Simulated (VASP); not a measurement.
All values below come from r2SCAN meta-GGA, VASP's PBE PAW potentials (set 64) (plane waves; VASP 6.6.1).

A VASP calculation is set up with these files.

INCAR:
```
SYSTEM=Au
PREC=Accurate; ENCUT=400; LREAL=F
LASPH=T
EDIFF=1E-6; NELM=100; ALGO=Normal
LMAXMIX=6; LMIXTAU=T
ISMEAR=1; SIGMA=0.1
METAGGA=R2SCAN
IBRION=2; NSW=60; ISIF=3
EDIFFG=-0.01
LWAVE=F; LCHARG=F
```

**POSCAR**
```
Au
1.0
  2.9000000000   0.0000000000   0.0000000000
 -1.4500000000   2.5114740000   0.0000000000
  0.0000000000   0.0000000000   4.8800000000
Au
2
Cart
 -0.0000014500   1.6743168372   3.6600000000
  1.4500014500   0.8371571628   1.2200000000
```

### KPOINTS
```
Automatic mesh
0
G
  13 13 7
```

POTCAR, in this order: Au (PBE.64 set). Program: vasp_std.

Unless said otherwise, spin-orbit coupling is left out, though it shifts the bands of the heavy elements here.

Q: What does the run give for the energy per atom (σ→0), volume per atom, band gap (on the k-mesh)?

A: 
```yaml
energy per atom (σ→0): -50.597 eV/atom
band gap (on the k-mesh): none (metal, semimetal or under 0.01 eV)
volume_per_atom: 17.58 Å^3/atom
```

### OSZICAR
```
...
DAV:   2    -0.101193549324E+03    0.89787E-03   -0.62101E-04  2702   0.230E-01    0.817E-02
DAV:   3    -0.101193355390E+03    0.19393E-03   -0.67734E-04  2674   0.223E-01    0.182E-02
DAV:   4    -0.101193504861E+03   -0.14947E-03   -0.48957E-05  2744   0.713E-02    0.156E-02
DAV:   5    -0.101193430928E+03    0.73933E-04   -0.99573E-06  2744   0.362E-02    0.594E-03
DAV:   6    -0.101193528736E+03   -0.97808E-04   -0.27427E-05  2646   0.558E-02    0.315E-03
DAV:   7    -0.101193492708E+03    0.36028E-04   -0.42168E-06  2653   0.217E-02    0.957E-04
DAV:   8    -0.101193493703E+03   -0.99580E-06   -0.32909E-08  1281   0.179E-03
   5 F= -.10119349E+03 E0= -.10119342E+03  d E =-.489722E-03
```

The structure comes from a measured Au entry (P6_3/mmc) of the Crystallography Open Database, whose conditions weren't checked. This run relaxes it. Symmetry was kept, so distortions that lower it aren't found.
